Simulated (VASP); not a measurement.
Input of a VASP 6.6.1 run:

Contents of INCAR:

```
SYSTEM = Ti4C
ALGO     = Fast           ! electronic algorithm
DIPOL    = 0.5 0.5 0.353
EDIFF    = 1E-6           ! SCF threshold, eV
ENCUT    = 520            ! plane-wave cutoff, eV
GGA      = PS             ! functional
IDIPOL   = 3            
ISIF     = 2              ! what is computed and relaxed
ISMEAR   = 0              ! smearing method
LASPH    = .True.         ! aspherical terms in the spheres
LCHARG   = .True.         ! write CHGCAR
LDIPOL   = .True.       
LELF     = .True.         ! ELF
LREAL    = .False.        ! projectors in reciprocal space
LVACPOTAV= .True.       
LVHAR    = .True.       
LWAVE    = .False.        ! write WAVECAR
NBANDS   = 34             ! bands
NELM     = 100            ! most SCF steps
PREC     = Accurate       ! precision mode
SIGMA    = 0.1            ! smearing width, eV
```

Contents of KPOINTS:

```
k-points
0
Gamma
  8 8 1
  0 0 0
```

POSCAR

```
Ti4C
1.0
    3.2102321090      0.0000000000      0.0000000000
    0.0000000000      3.2102321090      0.0000000000
    0.0000000000      0.0000000000     20.1069940753
Ti C
4 1
Direct
    0.5000000000      0.5000000000      0.1989357527
    0.0000000000      0.0000000000      0.2787644953
    0.5000000000      0.5000000000      0.3538359372
    0.0000000000      0.0000000000      0.4280597111
    0.1250000000      0.2500000000      0.5032877056
```

Potentials or basis: VASP PAW PBE potentials, release 64 (Ti_sv, C).

Launch:

```bash
$ cat potpaw_PBE.64/Ti_sv/POTCAR potpaw_PBE.64/C/POTCAR > POTCAR
$ mpirun -np 1 vasp_std > vasp.out
```

Problem. Predict the largest force.

Solution. 2.798 eV/Å.

Problem. Predict the work function of the upper face.

Solution. 6.87 eV.

Forces in eV/Å, atoms in the order of the input:
```
Ti  -0.070 -0.076  0.550
Ti   0.096  0.084 -0.387
Ti   0.032  0.240 -0.679
Ti  -1.266 -2.454  0.448
C    1.206  2.207  0.068
```

Caveat: the PAW data sets were made with another functional, which shifts forces and pressure a little.
